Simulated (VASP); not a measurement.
```xyz
5
Lattice="4.0382 0.0000 0.0000 0.0000 4.0382 0.0000 0.0000 0.0000 4.0382" Properties=species:S:1:pos:R:3 pbc="T T T"
K      0.0000     0.0000     0.0000
Ta     2.0191     2.0191     2.0191
O      2.0191     0.0000     2.0191
O      0.0000     2.0191     2.0191
O      2.0191     2.0191     0.0000
```

The numbers are results of LDA (Ceperley-Alder, Perdew-Zunger), VASP's LDA PAW potentials (set 64) (plane waves; VASP 6.6.1), not measurements. Settings: 520 eV cut-off, 6×6×6 Γ-centred mesh, Gaussian smearing of 0.050 eV, potentials K_sv Ta_pv O.

**Question.** Give the stress tensor in GPa (positive for a compressed cell).

**Answer.** 
```
-11.21    0.00    0.00
  0.00  -11.21    0.00
  0.00    0.00  -11.21
```
The pressure is its mean diagonal, -11.21 GPa.

The compound is KTaO3 in the cubic perovskite structure. This cell is one point of a volume scan, at 1.06 of the reference volume.
